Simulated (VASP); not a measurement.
Data:

```
CELL_PARAMETERS angstrom
      0.00000     2.72911     2.72911
      2.72911     0.00000     2.72911
      2.72911     2.72911     0.00000
ATOMIC_POSITIONS crystal
  Li 0.00000 0.00000 0.00000
  Br 0.50000 0.50000 0.50000
```

All values below come from rev-vdW-DF2, VASP's PBE PAW potentials (set 64) (plane waves; VASP 6.6.1). Run with 520 eV cut-off, Gaussian smearing of 0.050 eV, potentials Li_sv Br.

Q: What does the run give for the band gap (along the path) with the smallest direct gap where there is one?

A: 
The band gap (along the path) is 5.02 eV and the smallest direct gap (along the path) is 5.02 eV.

Only differences to runs with the same potentials and settings are physical.

The compound is LiBr in the rock salt structure. It was relaxed first.
